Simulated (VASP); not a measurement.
Sr:

```
CELL_PARAMETERS angstrom
0.00000 3.03360 3.03360
3.03360 0.00000 3.03360
3.03360 3.03360 0.00000
ATOMIC_POSITIONS crystal
Sr 0.00000 0.00000 0.00000
```

* Program: VASP 6.6.1
* Task: relaxation of cell and atoms
* Functional: PBEsol
* Potentials or basis: VASP PAW PBE potentials, release 64 (Sr_sv)
* Cutoff: 300 eV
* k mesh: 12 × 12 × 12
* Occupations: gaussian, width 0.1 eV
* Spin: no spin polarisation

At the start: pressure -0.9 GPa; volume 55.83 Å³/atom.

Q: How do energy, volume and symmetry change on relaxing?

A: Over 4 steps the energy falls by 11.6 meV/atom and the volume is 51.75 Å³/atom (-7.3 %); space group Fm-3m (No. 225, to 0.05 Å).

Step by step:
| step | energy change (eV) | largest force (eV/Å) | pressure (GPa) | volume (Å³) |
| --- | --- | --- | --- | --- |
| 1 | 0.0000 | 0.0000 | -0.86 | 55.83 |
| 2 | -0.0094 | 0.0000 | -0.40 | 53.45 |
| 3 | -0.0116 | 0.0000 | -0.02 | 51.85 |
| 4 | -0.0116 | 0.0000 | 0.00 | 51.75 |

Final structure:
```
Sr
1.0
     0.00000    2.95780    2.95780
     2.95780    0.00000    2.95780
     2.95780    2.95780    0.00000
Sr
1
Cartesian
  0.0000 0.0000 0.0000
```

Caveat: the PAW data sets were made with another functional, which shifts forces and pressure a little.
